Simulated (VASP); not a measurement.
Computed with SCAN meta-GGA, VASP's PBE PAW potentials (set 64) (plane waves; VASP).

The input files of a VASP run:

### KPOINTS
```
kpoints
0
Gamma
 8 8 5
```

INCAR:
```
ALGO=Normal
EDIFF=1E-7
EDIFFG=-0.01
ENCUT=520
IBRION=2
ISIF=4
ISMEAR=0
LASPH=.True.
LCHARG=.False.
LMIXTAU=.True.
LREAL=.False.
LWAVE=.False.
METAGGA=SCAN
NELM=100
NSW=30
PREC=Accurate
SIGMA=0.05
SYSTEM=AlN
```

### POSCAR
```
AlN
1
    1.5504885839    -2.6855249981     0.0000000000
    1.5504885839     2.6855249981     0.0000000000
    0.0000000000     0.0000000000     4.9662752743
Al N
2 2
Direct
  0.6666670000   0.3333330000   0.5000841563
  0.3333330000   0.6666670000   0.0000841563
  0.6666670000   0.3333330000   0.8819158437
  0.3333330000   0.6666670000   0.3819158437
```

POTCAR, in this order: Al N (PBE.64 set). Program: vasp_std.

What VASP printed:

File OSZICAR:
```
       N       E                     dE             d eps       ncg     rms          rms(c)
DAV:   1     0.441962027377E+02    0.44196E+02   -0.79686E+03   720   0.124E+03
DAV:   2    -0.456469902895E+02   -0.89843E+02   -0.82744E+02  1084   0.232E+02
DAV:   3    -0.500183519745E+02   -0.43714E+01   -0.43523E+01   948   0.569E+01
DAV:   4    -0.500572280146E+02   -0.38876E-01   -0.38869E-01   832   0.626E+00
DAV:   5    -0.500578055665E+02   -0.57755E-03   -0.57754E-03   916   0.773E-01    0.127E+01
DAV:   6    -0.393075741817E+02    0.10750E+02   -0.18634E+01   856   0.323E+01    0.540E+00
DAV:   7    -0.404197324564E+02   -0.11122E+01   -0.11345E+00   728   0.117E+01    0.335E+00
DAV:   8    -0.423002434615E+02   -0.18805E+01   -0.20009E+00   820   0.125E+01    0.235E+00
DAV:   9    -0.403161789828E+02    0.19841E+01   -0.13395E+00   784   0.110E+01    0.550E-01
DAV:  10    -0.409366661531E+02   -0.62049E+00   -0.22696E-01   732   0.628E+00    0.369E-01
DAV:  11    -0.408920643002E+02    0.44602E-01   -0.12444E-02   756   0.166E+00    0.324E-01
DAV:  12    -0.408966388437E+02   -0.45745E-02   -0.65449E-03   900   0.757E-01    0.129E-01
DAV:  13    -0.408970813641E+02   -0.44252E-03   -0.14693E-02   720   0.198E+00    0.419E-02
DAV:  14    -0.408979708779E+02   -0.88951E-03   -0.33174E-04   940   0.249E-01    0.359E-02
DAV:  15    -0.408981895181E+02   -0.21864E-03   -0.41150E-05   752   0.766E-02    0.355E-02
DAV:  16    -0.408983404865E+02   -0.15097E-03   -0.14043E-04   720   0.191E-01    0.193E-02
DAV:  17    -0.408983312723E+02    0.92142E-05   -0.14421E-05   792   0.600E-02    0.120E-02
DAV:  18    -0.408982870920E+02    0.44180E-04   -0.70441E-06   740   0.371E-02    0.119E-02
DAV:  19    -0.408982889123E+02   -0.18203E-05   -0.10278E-06   904   0.998E-03    0.835E-03
DAV:  20    -0.408982859644E+02    0.29479E-05   -0.14861E-06   876   0.982E-03    0.372E-03
DAV:  21    -0.408982923158E+02   -0.63514E-05   -0.31303E-07   696   0.701E-03    0.217E-03
DAV:  22    -0.408982953540E+02   -0.30383E-05   -0.10813E-07   488   0.510E-03    0.255E-04
DAV:  23    -0.408982968489E+02   -0.14949E-05   -0.10669E-08   360   0.150E-03    0.107E-04
DAV:  24    -0.408982968153E+02    0.33674E-07   -0.30401E-09   360   0.750E-04
   1 F= -.40898297E+02 E0= -.40898297E+02  d E =-.408983E+02
```

File OUTCAR:
```
------------------------ aborting loop because EDIFF is reached ----------------------------------------
  FORCE on cell =-STRESS in cart. coord.  units (eV):
  Direction    XX          YY          ZZ          XY          YZ          ZX
  --------------------------------------------------------------------------------------
  Total        0.0123872      0.0123872      0.0139023      0.0000000      0.0000000      0.0000000
  in kB        0.4798724      0.4798724      0.5385665      0.0000000      0.0000000      0.0000000
  external PRESSURE =       0.4994371 kB  Pullay stress =       0.0000000 kB
  volume of cell :       41.36
      direct lattice vectors                 reciprocal lattice vectors
     1.550488584 -2.685524998  0.000000000     0.322478995 -0.186183335  0.000000000
     1.550488584  2.685524998  0.000000000     0.322478995  0.186183335  0.000000000
     0.000000000  0.000000000  4.966275274     0.000000000  0.000000000  0.201358150
  FREE ENERGIE OF THE ION-ELECTRON SYSTEM (eV)
  ---------------------------------------------------
  free  energy   TOTEN  =       -40.8982968153 eV

  energy  without entropy=      -40.8982968153  energy(sigma->0) =      -40.89829682

 reached required accuracy - stopping structural energy minimisation
```
(Selected blocks of OUTCAR.)

The compound is AlN in the wurtzite structure. It was relaxed first.
